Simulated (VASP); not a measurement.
## ZnCu3H6Cl2O6 (Herbertsmithite) with r2SCAN: from relaxation to properties

How well does r2SCAN reproduce what experiment finds for ZnCu3H6Cl2O6 (Herbertsmithite)? The cell is relaxed first, and properties follow on it. The steps: relaxing cell and atoms (r2SCAN), density, ELF and potential (r2SCAN), bands along the symmetry lines (r2SCAN), total and projected DOS (r2SCAN), field gradients at the nuclei (r2SCAN), volume scan with r2SCAN and fit for r2SCAN. The start is a cell from a database of measured crystal structures.

Main program and level: VASP 6.6.1; r2SCAN, no spin polarisation; plane waves and PAW (Zn, Cu, H, Cl, O).

**Measured values to reproduce.**

“Chemo-Structural Disorder in the kagom'e spin S = 1/2 systems ZnCu3(OH)6Cl2 and YCu3(OH)6Br2[Brx(OH)1-x]” (2024, arxiv:2411.18331) reports for ZnCu3(OH)6Cl2, herbertsmithite, rhombohedral, by single crystal XRD (hydrothermal untwinned crystal with Zn/Cu site mixing, 300 K): lattice constant a (a, hexagonal setting) 6.8446 ± 0.0004 Å [Zn/Cu site mixing, composition Zn0.95Cu2.99; XRD temperature not stated in passage]; lattice constant c (c, hexagonal setting) 14.0935 ± 0.0013 Å [Zn/Cu site mixing, composition Zn0.95Cu2.99; XRD temperature not stated in passage].

Report form: the programs' logs are mostly left out.

**1. Starting point**

Before any relaxation, the start is as follows. Symmetry: R-3m, No. 166, trigonal system. Conventional cell: a = 6.834 Å, b = 6.834 Å, c = 14.075 Å, α = 90.00°, β = 90.00°, γ = 120.00°. Nearest to Zn lie 6 O at 2.12 Å. Nearest to Cu lie 4 O at 1.98 Å and 4 H at 2.48 Å and 2 Cl at 2.78 Å. H has 1 O at 0.88 Å nearest. Nearest to Cl lie 3 H at 2.23 Å and 3 Cu at 2.78 Å. O has 1 H at 0.88 Å and 2 Cu at 1.98 Å and 1 Zn at 2.12 Å nearest. Farther neighbours and most contacts between anions are not listed.

**2. Relaxing cell and atoms (r2SCAN)**

Properties are meant for the cell that this level of theory prefers, so cell and atoms are relaxed first (ISIF = 3) until forces and stress are small; EDIFFG sets the threshold. r2SCAN adds the kinetic-energy density, costs more than a GGA and is run with LASPH.

Contents of INCAR:

```
SYSTEM = ZnCu3H6Cl2O6
PREC = Accurate
ENCUT = 520
EDIFF = 1E-06
NELM = 100
ISMEAR = 0
SIGMA = 0.05
LREAL = .FALSE.
ALGO = Normal
METAGGA = R2SCAN
LASPH = .TRUE.
NBANDS = 68
LORBIT = 11
LWAVE = .FALSE.
LCHARG = .FALSE.
KPAR = 8
IBRION = 2
NSW = 60
ISIF = 3
EDIFFG = -0.01
```

Contents of POSCAR:

```
ZnCu3H6Cl2O6
1.0
    3.4170000000      1.9728058698      4.6916666667
   -3.4170000000      1.9728058698      4.6916666667
    0.0000000000     -3.9456117396      4.6916666667
Zn Cu H Cl O
1 3 6 2 6
Direct
    0.5000000000      0.5000000000      0.5000000000
    0.5000000000      0.5000000000      0.0000000000
    0.0000000000      0.5000000000      0.5000000000
    0.5000000000      0.0000000000      0.5000000000
    0.2237000000      0.8112000000      0.2237000000
    0.2237000000      0.2237000000      0.8112000000
    0.8112000000      0.2237000000      0.2237000000
    0.7763000000      0.1888000000      0.7763000000
    0.1888000000      0.7763000000      0.7763000000
    0.7763000000      0.7763000000      0.1888000000
    0.1943000000      0.1943000000      0.1943000000
    0.8057000000      0.8057000000      0.8057000000
    0.2668000000      0.6500000000      0.2668000000
    0.2668000000      0.2668000000      0.6500000000
    0.6500000000      0.2668000000      0.2668000000
    0.7332000000      0.3500000000      0.7332000000
    0.3500000000      0.7332000000      0.7332000000
    0.7332000000      0.7332000000      0.3500000000
```

Contents of KPOINTS:

```
Automatic mesh
0
Gamma
5 5 5
0 0 0
```

The projector-augmented-wave data sets are Zn, Cu, H, Cl and O (PBE family, release 64).

Command:

```console
> mpirun -np 8 vasp_std
```

Wall time 54 min (8 MPI ranks of AMD EPYC 9R45, shared host); peak memory 4.3 GiB.

This run has no spin polarisation, although Cu can carry a moment. Its electron count is odd, so without a moment it is a metal by construction. The PAW data sets were made with PBE, which is usual practice but a small mismatch for other functionals. Oxides and halides of Cu are often magnetic insulators, and a metal at this level, without U or exact exchange, may be an artefact. The run keeps the 12 symmetry operations of its start, so it cannot find a distortion of lower symmetry.

Step by step (22 of 45):

```csv
step,energy less that of the first step (eV),largest force (eV/Å),pressure (GPa),volume (Å³)
1,0.0000,6.6730,9.02,189.76
3,4.8242,6.2703,-8.31,199.27
5,-1.6443,1.2939,-1.21,192.40
7,-1.7149,0.4305,0.20,191.84
9,-1.7581,0.3533,-0.40,192.19
11,-1.8117,0.2751,-1.18,190.41
14,-1.8289,0.1284,0.32,187.57
16,-1.8303,0.1175,0.32,187.61
18,-1.8361,0.1677,-0.07,188.55
20,-1.8378,0.0703,-0.24,188.71
22,-1.8380,0.1080,-0.33,188.78
24,-1.8424,0.0779,-0.03,188.56
26,-1.8461,0.0955,0.52,188.10
28,-1.8507,0.1061,0.19,189.12
30,-1.8519,0.0435,-0.10,189.47
32,-1.8524,0.0423,-0.14,189.49
35,-1.8547,0.0199,0.05,189.11
37,-1.8548,0.0444,-0.02,189.16
39,-1.8549,0.0322,-0.04,189.16
41,-1.8550,0.0168,0.00,189.22
43,-1.8551,0.0109,-0.01,189.20
45,-1.8551,0.0071,0.03,189.21
```

```csv
"conventional cell, symmetrised",before,after,change
a (Å),6.834,6.960,+1.8 %
b (Å),6.834,6.960,+1.8 %
c (Å),14.075,13.531,-3.9 %
volume (Å³/atom),10.54,10.51,-0.3 %
```

The atoms that moved most (Å, as changes of fractional coordinates times the final cell):

```csv
atom,dx,dy,dz,length
Cl12,0.000,0.000,0.205,0.205
Cl11,0.000,0.000,-0.205,0.205
O18,0.000,-0.036,0.058,0.068
O14,0.000,0.036,-0.058,0.068
O17,0.031,0.018,0.058,0.068
O16,-0.031,0.018,0.058,0.068
O15,-0.031,-0.018,-0.058,0.068
O13,0.031,-0.018,-0.058,0.068
```

Final coordinates:

```xyz
18
Lattice="3.4799 2.0091 4.5103 -3.4799 2.0091 4.5103 0.0000 -4.0183 4.5103" Properties=species:S:1:pos:R:3 pbc="T T T"
Zn    0.0000    0.0000    6.7655
Cu    0.0000    2.0091    4.5103
Cu   -1.7400   -1.0046    4.5103
Cu    1.7400   -1.0046    4.5103
H    -2.0814    1.2017    5.6846
H     0.0000   -2.4034    5.6846
H     2.0814    1.2017    5.6846
H     2.0814   -1.2017    7.8465
H    -2.0814   -1.2017    7.8465
H     0.0000    2.4034    7.8465
Cl    0.0000    0.0000    2.4245
Cl    0.0000    0.0000   11.1065
O    -1.3024    0.7520    5.2803
O     0.0000   -1.5039    5.2803
O     1.3024    0.7520    5.2803
O     1.3024   -0.7520    8.2507
O    -1.3024   -0.7520    8.2507
O     0.0000    1.5039    8.2507
```

Numbers from this step:

```
electrons                       : 101
bands                           : 68
irreducible k-points            : 19
symmetry operations             : 12
free energy (TOTEN)             : -127.7416 eV
energy at zero smearing         : -127.7367 eV
Fermi energy                    : 1.929 eV
pressure                        : 0.03170 GPa
metallic                        : yes
SCF cycles over all ionic steps : 340
```

It ends with a largest force of 0.007 eV/Å and a pressure of 0.03 GPa. The volume lies -0.3 % from that of the database's start, which holds the thermal and zero-point expansion of its experiment.

**3. Density, ELF and potential (r2SCAN)**

A single point on the relaxed cell gives a clean self-consistent state, with density, ELF and potential written out.

Changes to INCAR since step 2:

```diff
@@ -14,7 +14,5 @@
 LWAVE = .FALSE.
-LCHARG = .FALSE.
-KPAR = 8
-IBRION = 2
-NSW = 60
-ISIF = 3
-EDIFFG = -0.01
+LCHARG = .TRUE.
+ISIF = 2
+LELF = .TRUE.
+LVHAR = .TRUE.
```

Contents of POSCAR:

```
ZnCu3H6Cl2O6
1.0
    3.4799448626      2.0091471031      4.5103399292
   -3.4799448626      2.0091471031      4.5103399292
    0.0000000000     -4.0182942063      4.5103399292
Zn Cu H Cl O
1 3 6 2 6
Direct
    0.5000000000      0.5000000000      0.5000000000
    0.5000000000      0.5000000000      0.0000000000
    0.0000000000      0.5000000000      0.5000000000
    0.5000000000      0.0000000000      0.5000000000
    0.2207400231      0.8188594104      0.2207400231
    0.2207400231      0.2207400231      0.8188594104
    0.8188594104      0.2207400231      0.2207400231
    0.7792599769      0.1811405896      0.7792599769
    0.1811405896      0.7792599769      0.7792599769
    0.7792599769      0.7792599769      0.1811405896
    0.1791796702      0.1791796702      0.1791796702
    0.8208203298      0.8208203298      0.8208203298
    0.2654830559      0.6397545405      0.2654830559
    0.2654830559      0.2654830559      0.6397545405
    0.6397545405      0.2654830559      0.2654830559
    0.7345169441      0.3602454595      0.7345169441
    0.3602454595      0.7345169441      0.7345169441
    0.7345169441      0.7345169441      0.3602454595
```

KPOINTS is that of step 2.

Command:

```console
> mpirun -np 8 vasp_std
```

Wall time 1.9 min (8 MPI ranks); peak memory 1.7 GiB.

This step gave:

| Item | Value |
| --- | --- |
| SCF cycles | 19 |
| bands | 72 |
| free energy (TOTEN) | -127.7424 eV |
| energy at zero smearing | -127.7375 eV |
| Fermi energy | 1.930 eV |
| pressure | 0.02050 GPa |

Valence electrons inside each PAW sphere by angular momentum. Sphere charges, by row:

```csv
atom,s (e),p (e),d (e),tot (e)
Zn1,0.371,0.385,9.932,10.69
Cu2,0.343,0.365,9.134,9.842
Cu3,0.343,0.365,9.134,9.842
Cu4,0.343,0.365,9.134,9.842
H5,0.589,0.133,0,0.721
H6,0.589,0.133,0,0.721
H7,0.589,0.133,0,0.721
H8,0.589,0.133,0,0.721
H9,0.589,0.133,0,0.721
H10,0.589,0.133,0,0.721
Cl11,1.605,3.583,0,5.188
Cl12,1.605,3.583,0,5.188
O13,1.568,3.562,0,5.129
O14,1.568,3.562,0,5.129
O15,1.568,3.562,0,5.129
O16,1.568,3.562,0,5.129
O17,1.568,3.562,0,5.129
O18,1.568,3.562,0,5.129
```

Electrostatic potential energy in the ac plane at fractional y = 0.500, with atoms of Zn and Cu within 0.2 Å of it. With pseudopotentials it is smooth inside the atoms' cores, unlike the true potential.

Values in eV, 9 rows by 16 columns, each cell a mean:
```
  6   6   5   5   4   1 -11 -29 -37 -34 -15   1   4   5   5   6
  5   5   5   5   4   4   2   0  -5  -5  -1   2   4   5   5   5
  1   3   4   4   3   2   0  -1   0   1   1   0   1   2   1   0
-28 -14  -1   3   2  -4  -9  -8  -8  -6  -1   1   1  -4 -22 -32
-42 -38 -15   0   2  -3  -8  -6  -4  -7  -8   0   2  -2 -23 -41
-21 -20  -8   0   1   1  -1  -6  -7  -8  -6   0   3   3  -1 -12
  3   3   3   3   1   0   1   2   1   1   2   3   4   4   4   4
  5   5   5   5   3   0  -9 -14 -10  -2   3   4   5   5   5   5
  6   6   5   5   3  -5 -28 -41 -40 -29  -8   2   4   5   5   6
```
Columns run along a (6.0 Å; values clipped at the 3rd and 97th percentile), rows up along c (6.0 Å). Atoms in or near the plane, at fractional coordinates: Zn at (0.50, 0.50), Cu at (0.50, 0.00), Cu at (0.00, 0.50).

Valence density in the ac plane at fractional y = 0.500, with atoms of Zn and Cu within 0.2 Å of it. It is the smooth field of the valence electrons, not physical close to the nuclei.

Values in e/Å³, 9 rows by 16 columns, each cell a mean:
```
 0  0  0  0  0  0  1  4  7  4  1  0  0  0  0  0
 0  0  0  0  0  0  0  0  0  0  0  0  0  0  0  0
 0  0  0  0  0  0  0  0  0  0  1  1  1  0  0  0
 4  1  0  0  0  0  2  5  4  1  0  0  0  0  1  4
13  6  1  0  0  0  2 10 14  7  1  0  0  0  2  9
 2  1  0  0  1  0  0  1  2  2  0  0  0  0  0  1
 0  0  0  0  1  1  0  0  0  0  0  0  0  0  0  0
 0  0  0  0  0  0  1  1  1  0  0  0  0  0  0  0
 0  0  0  0  0  0  3  9 10  4  0  0  0  0  0  0
```
Columns run along a (6.0 Å), rows up along c (6.0 Å). Atoms in or near the plane, at fractional coordinates: Zn at (0.50, 0.50), Cu at (0.50, 0.00), Cu at (0.00, 0.50).

ELF in the ac plane at fractional y = 0.500, with atoms of Zn and Cu within 0.2 Å of it. It is the smooth field of the valence electrons, not physical close to the nuclei.

Ten even steps from '0' (0.00) to '9' (0.68), each cell a mean:
```
00000121001210000
00000011111110000
00000111112332000
00000011115885200
10000011115997311
21111111112786212
01111110011233210
00111110001111110
00112111000111110
11136631111111112
21159972111111111
00148983111100000
00025652111100000
00001221111100000
01000120012100000
00000120001210000
```
Columns run along a (6.0 Å), rows up along c (6.0 Å). Atoms in or near the plane, at fractional coordinates: Zn at (0.50, 0.50), Cu at (0.50, 0.00), Cu at (0.00, 0.50).

In this run the pressure is 0.02 GPa, small enough to go on.

**4. Bands along the symmetry lines (r2SCAN)**

Levels along the symmetry lines show where the bands peak and cross; KPOINTS_OPT computes them in the converged potential.

Changes to INCAR since step 3:

```diff
@@ -11,8 +11,6 @@
 LASPH = .TRUE.
-NBANDS = 68
+NBANDS = 90
 LORBIT = 11
 LWAVE = .FALSE.
-LCHARG = .TRUE.
-ISIF = 2
-LELF = .TRUE.
-LVHAR = .TRUE.
+LCHARG = .FALSE.
+KPAR = 8
```

POSCAR is that of step 3.

KPOINTS is that of step 3.

Contents of KPOINTS_OPT:

```
Line mode
12
Line-mode
Reciprocal
  0.00000000   0.00000000   0.00000000 GAMMA
  0.50000000   0.00000000   0.00000000 L

  0.50000000   0.00000000   0.00000000 L
  0.50000000   0.29895260  -0.29895260 B1

  0.70104740   0.50000000   0.29895260 B
  0.50000000   0.50000000   0.50000000 Z

  0.50000000   0.50000000   0.50000000 Z
  0.00000000   0.00000000   0.00000000 GAMMA

  0.00000000   0.00000000   0.00000000 GAMMA
  0.39947630   0.00000000  -0.39947630 X

  0.60052370   0.39947630   0.00000000 Q
  0.50000000   0.50000000   0.00000000 F

  0.50000000   0.50000000   0.00000000 F
  0.60052370   0.60052370   0.29895260 P1

  0.60052370   0.60052370   0.29895260 P1
  0.50000000   0.50000000   0.50000000 Z

  0.50000000   0.00000000   0.00000000 L
  0.70104740   0.39947630   0.39947630 P
```

Command:

```console
> mpirun -np 8 vasp_std
```

The job ended after 8.7 min (8 MPI ranks; peak memory 5.6 GiB).

This step gave:

```yaml
scf_cycles: 16
bands: 90
fermi_energy: 1.929 eV
pressure: 0.04688 GPa
```

Electronic bands along the path, in eV, zero at the Fermi level; # counts the bands kept:

```csv
point,#40,#41,#42,#43,#44,#45,#46,#47
Γ,-1.04,-1.00,-0.12,-0.12,0.99,3.15,6.70,6.70
0.55 of the way,-1.02,-1.01,-0.12,-0.10,0.77,3.90,6.09,6.80
L,-1.01,-1.01,-0.11,-0.04,0.56,4.94,5.20,6.90
0.55 of the way,-1.13,-1.00,-0.33,0.28,0.34,5.25,5.76,6.29
B1,-1.20,-1.07,-0.37,0.00,0.61,5.78,6.15,6.60
jump to B,-1.20,-1.07,-0.37,0.00,0.61,5.78,6.15,6.60
0.45 of the way,-1.22,-1.13,-0.28,-0.16,0.80,5.82,6.24,6.79
Z,-1.23,-1.16,-0.21,-0.21,0.90,5.73,6.31,7.03
0.45 of the way,-1.13,-1.10,-0.19,-0.19,0.94,4.29,6.74,7.18
Γ,-1.04,-1.00,-0.12,-0.12,0.99,3.15,6.70,6.70
0.45 of the way,-1.04,-1.00,-0.17,-0.03,0.71,3.99,6.17,6.48
X,-1.17,-1.07,-0.37,0.21,0.43,5.51,5.99,6.13
jump to Q,-1.17,-1.07,-0.37,0.21,0.43,5.51,5.99,6.13
0.45 of the way,-1.20,-1.08,-0.38,0.15,0.49,5.57,5.94,6.32
F,-1.21,-1.09,-0.37,0.12,0.52,5.59,5.91,6.44
0.55 of the way,-1.21,-1.08,-0.37,0.04,0.58,5.69,5.98,6.60
P1,-1.19,-1.10,-0.33,-0.08,0.68,5.81,6.17,6.57
0.45 of the way,-1.22,-1.14,-0.27,-0.17,0.82,5.81,6.26,6.82
Z,-1.23,-1.16,-0.21,-0.21,0.90,5.73,6.31,7.03
jump to L,-1.01,-1.01,-0.11,-0.04,0.56,4.94,5.20,6.90
0.45 of the way,-1.06,-1.05,-0.21,-0.05,0.59,5.15,5.58,6.79
P,-1.19,-1.10,-0.33,-0.08,0.68,5.81,6.17,6.57
```

Of the projections kept (Zn, Cu, H, Cl, O), the largest for each band there; the rest of the weight can lie on other orbitals:

```csv
point,#40,#41,#42,#43,#44,#45,#46,#47
Γ,Cu 0.73,Cu 0.68,Cu 0.68,Cu 0.68,Cu 0.60,Cu 0.34,O 0.39,O 0.39
L,Cu 0.68,Cu 0.65,Cu 0.69,Cu 0.72,Cu 0.63,O 0.37,O 0.42,Cu 0.66
B1,Cu 0.78,Cu 0.68,Cu 0.76,Cu 0.69,Cu 0.64,O 0.47,Cu 0.53,O 0.45
B,Cu 0.78,Cu 0.68,Cu 0.76,Cu 0.69,Cu 0.64,O 0.47,Cu 0.53,O 0.45
Z,Cu 0.81,Cu 0.76,Cu 0.72,Cu 0.72,Cu 0.62,O 0.57,Cu 0.38,Cu 0.52
Γ,Cu 0.73,Cu 0.68,Cu 0.68,Cu 0.68,Cu 0.60,Cu 0.34,O 0.39,O 0.39
```

There is no gap at this level.

Of the bands kept, 1 crosses the Fermi level on this path.

**5. Total and projected DOS (r2SCAN)**

A density of states needs more k-points than a total energy; ISMEAR = -5 takes tetrahedra, and LORBIT projects the states on the PAW spheres. The mesh is finer than in the run before.

Changes to INCAR since step 4:

```diff
@@ -5,3 +5,3 @@
 NELM = 100
-ISMEAR = 0
+ISMEAR = -5
 SIGMA = 0.05
@@ -16 +16,2 @@
 KPAR = 8
+NEDOS = 2001
```

POSCAR is that of step 4.

Contents of KPOINTS:

```
Automatic mesh
0
Gamma
7 7 7
0 0 0
```

Command:

```console
> mpirun -np 8 vasp_std
```

Elapsed: 5 min, on 8 MPI ranks; peak memory 6 GiB; 40 min of CPU time.

With tetrahedra the forces and stress of a metal are not exact derivatives of the energy.

Numbers from this step:

```
irreducible k-points   : 44
free energy (TOTEN)    : -127.7401 eV
Fermi energy           : 1.934 eV
pressure               : 0.04612 GPa
DOS at the Fermi level : 6.664 states/eV/cell
```

The density of states has structure finer than the step of the table below, so its rows give means over 1 eV, whole bins alone (the curve runs from -12.0 to 7.34 eV). Peaks (eV: height): total -7.2: 22.7, -2.0: 42.8, -1.7: 28.7, -1.1: 30.6; Cu d -2.8: 6.34, -2.0: 34.3, -1.7: 21.3, -1.1: 18.4; O p -8.6: 5.81, -7.2: 11.0, -6.2: 7.11, -5.9: 6.37; Cl p -3.0: 5.77, -2.8: 6.21, -2.4: 4.86, -1.1: 5.86; Zn d -6.2: 4.30, -5.9: 9.27, -5.1: 13.4.

States under -12.0 eV and over 7.3 eV are left out. Table of density of states by energy, zero at the Fermi level; means over each step; 7 of 10 lines; values in states/eV/cell:

```csv
energy (eV),total,Cu d,O p,Cl p,Zn d,Cu p,Cu s
-10,0,0,0,0,0,0,0
-9,3.42,0.113,1.61,0.0410,0.0908,0.0453,0.0707
-8,2.56,0.0869,1.14,0.0463,0.227,0.0266,0.0887
-7,6.04,0.263,2.86,0.125,0.327,0.0883,0.0802
-6,11.7,1.08,3.74,0.0924,3.74,0.135,0.303
-5,11.5,1.33,3.74,0.0946,3.77,0.293,0.109
-4,6.51,0.786,2.93,0.299,0.618,0.217,0.0429
-3,12.8,3.33,1.72,3.71,0.540,0.0759,0.0683
-2,21.1,14.3,2.36,1.66,0.522,0.0756,0.0400
-1,6.59,4.07,0.553,1.04,0.0781,0.0117,0.112
0,4.42,2.83,0.973,0.0913,0.0170,0.0261,0.0174
1,1.59,0.914,0.511,0.00916,0.00119,0.00624,0.00211
2,0,0,0,0,0,0,0
3,0.0372,0.00142,0.00118,5.4e-4,1.7e-4,8.5e-5,0.00411
4,0.465,0.0142,0.0349,0.0157,0.00232,0.00325,0.0459
5,1.32,0.0282,0.175,0.0567,0.00944,0.0156,0.108
6,2.71,0.0481,0.314,0.0774,0.00970,0.0973,0.219
```

The finer mesh and the other smearing move the Fermi level by +0.00 eV from the 5×5×5 run, a small shift, which tests the Fermi level alone. Of the states within 0.3 eV of the Fermi level, the largest shares in the PAW spheres are Cu d 64 % and O p 22 %. The rest lies in smaller channels or between the spheres.

**6. Field gradients at the nuclei (r2SCAN)**

Field gradients probe how far the charge around each nucleus departs from cubic symmetry; LASPH keeps the non-spherical terms inside the spheres.

Contents of INCAR:

```
SYSTEM = ZnCu3H6Cl2O6
PREC = Accurate
ENCUT = 520
EDIFF = 1E-07
NELM = 100
ISMEAR = 0
SIGMA = 0.05
LREAL = .FALSE.
ALGO = Normal
METAGGA = R2SCAN
LASPH = .TRUE.
NBANDS = 68
LORBIT = 11
LWAVE = .FALSE.
LCHARG = .FALSE.
KPAR = 8
LEFG = .TRUE.
```

POSCAR is that of step 5.

Contents of KPOINTS:

```
Automatic mesh
0
Gamma
5 5 5
0 0 0
```

Command:

```console
> mpirun -np 8 vasp_std
```

The job ended after 2.5 min (8 MPI ranks; peak memory 4 GiB; 20 min of CPU time).

This step gave:

| Quantity | Value |
| --- | --- |
| SCF cycles | 20 |
| bands | 68 |
| irreducible k-points | 19 |
| free energy (TOTEN) | -127.7424 eV |
| Fermi energy | 1.930 eV |
| pressure | 0.02809 GPa |

Electric field gradients, by row:

```csv
atom,Vxx (V/Å²),Vyy (V/Å²),Vzz (V/Å²),asymmetry
Zn1,16.05,16.05,-32.1,0
Cu2,56.57,50.8,-107.4,0.054
Cu3,56.57,50.8,-107.4,0.054
Cu4,56.57,50.8,-107.4,0.054
H5,-17.93,-16.12,34.06,0.053
H6,-17.93,-16.12,34.06,0.053
H7,-17.93,-16.12,34.06,0.053
H8,-17.93,-16.12,34.06,0.053
H9,-17.93,-16.12,34.06,0.053
H10,-17.93,-16.12,34.06,0.053
Cl11,-6.047,-6.047,12.09,0
Cl12,-6.047,-6.047,12.09,0
O13,57.13,27.36,-84.48,0.352
O14,57.13,27.36,-84.48,0.352
O15,57.13,27.36,-84.48,0.352
O16,57.13,27.36,-84.48,0.352
O17,57.13,27.36,-84.48,0.352
O18,57.13,27.36,-84.48,0.352
```

The largest gradient, -107.37 V/Å², sits on Cu2 and like sites; times the quadrupole moment of a nucleus that has one, it gives the coupling that NMR and NQR see.

**7. Volume scan with r2SCAN**

An equation of state needs energies on both sides of the minimum, all on one mesh and cutoff.

Changes to INCAR since step 6:

```diff
@@ -3,3 +3,3 @@
 ENCUT = 520
-EDIFF = 1E-07
+EDIFF = 1E-06
 NELM = 100
@@ -16,2 +16,2 @@
 KPAR = 8
-LEFG = .TRUE.
+ISIF = 2
```

Changes to POSCAR since step 6:

```diff
@@ -2,5 +2,5 @@
 1.0
-    3.4799448626      2.0091471031      4.5103399292
-   -3.4799448626      2.0091471031      4.5103399292
-    0.0000000000     -4.0182942063      4.5103399292
+    3.4089056465      1.9681325926      4.4182663402
+   -3.4089056465      1.9681325926      4.4182663402
+    0.0000000000     -3.9362651852      4.4182663402
 Zn Cu H Cl O
```

KPOINTS is that of step 6.

Command:

```console
> mpirun -np 8 vasp_std
```

Run time: 2.2 min. Hardware: 8 MPI ranks; peak memory 3.9 GiB.

The scan keeps the cell's shape and the fractional positions fixed.

This step gave:

```yaml
scf_cycles: 17
free_energy_toten: -127.4510 eV
energy_at_zero_smearing: -127.4462 eV
fermi_energy: 2.656 eV
pressure: 8.157 GPa
```

Force by atom:

```csv
atom,x (eV/Å),y (eV/Å),z (eV/Å),size
Zn1,0.000,0.000,0.000,0.000
Cu2,0.000,0.000,0.000,0.000
Cu3,0.000,0.000,0.000,0.000
Cu4,0.000,0.000,0.000,0.000
H5,-0.712,0.411,0.335,0.888
H6,0.000,-0.822,0.335,0.888
H7,0.712,0.411,0.335,0.888
H8,0.712,-0.411,-0.335,0.888
H9,-0.712,-0.411,-0.335,0.888
H10,0.000,0.822,-0.335,0.888
Cl11,0.000,0.000,0.037,0.037
Cl12,0.000,0.000,-0.037,0.037
O13,0.307,-0.177,-0.285,0.455
O14,0.000,0.354,-0.285,0.455
O15,-0.307,-0.177,-0.285,0.455
O16,-0.307,0.177,0.285,0.455
O17,0.307,0.177,0.285,0.455
O18,0.000,-0.354,0.285,0.455
```

The pressure here is 8.16 GPa.

(Part 1 of 2 ends here.)

[Lines on the potential files, build, host, timing and source positions are cut from VASP's logs without a mark.]

[Logs are printed without paths, hosts, clocks, repeated set-up lines and the standing remarks that a program may print on its own settings, such as how far it seeks lower states.]

[Hosts, paths, dates, database ids (printed as entryN), source tags and the programs' standing remarks are cut or masked in the printed files.]

[A measured line is paired with the nearest computed mode of its activity, which favours agreement.]
